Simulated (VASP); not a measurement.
VASP runs on CoAl (CsCl type) share one base input (PBE GGA, plane waves, VASP's PBE PAW potentials (set 64)) and change the settings named in each case.

POSCAR:
```
CoAl
1
    2.8600000000     0.0000000000     0.0000000000
    0.0000000000     2.8600000000     0.0000000000
    0.0000000000     0.0000000000     2.8600000000
Al Co
1 1
Direct
  0.5000000000   0.5000000000   0.5000000000
  0.0000000000   0.0000000000   0.0000000000
```

INCAR:
```
# general
SYSTEM  = CoAl
PREC    = Accurate
ENCUT   = 400   # plane-wave cut-off (eV)
LREAL   = .False.
LASPH   = .True.   # aspherical one-centre terms

# electronic loop
EDIFF   = 1E-6   # SCF stop (eV)
NELM    = 100   # most electronic steps
ALGO    = Normal
LMAXMIX = 4   # l cut-off of mixed one-centre charges

# smearing
ISMEAR  = 1   # Methfessel-Paxton
SIGMA   = 0.1   # width (eV)

# functional
GGA     = PE

# ions
ISIF    = 2   # forces and stress, cell fixed

# output
LWAVE   = .False.
LCHARG  = .False.
```

### KPOINTS
```
K-points
0
gamma
  11 11 11
0 0 0
```

POTCAR, in this order: Al Co (PBE.64 set). Program: vasp_std.

```csv
change,E(σ→0) (eV/atom),plane waves
base run,-5.9924,449
PREC = Low,-5.9922,449
PREC = Normal,-5.9924,449
PREC = Single,-5.9925,449
ADDGRID = .TRUE.,-5.9924,449
LASPH = .FALSE.,-5.9874,449
LREAL = Auto,-5.9926,449
```

Left out are runs that ran out of time, are held back, or changed the cell or the kind of run, fixed moments of cells without a moment, rows past the twelfth, gaps on odd meshes, pressures of charged cells and columns that move by less than the noise.

The compound is CoAl in the CsCl type structure. The cell was not relaxed at this level. The run is not spin-polarised, so no magnetic state was tried.
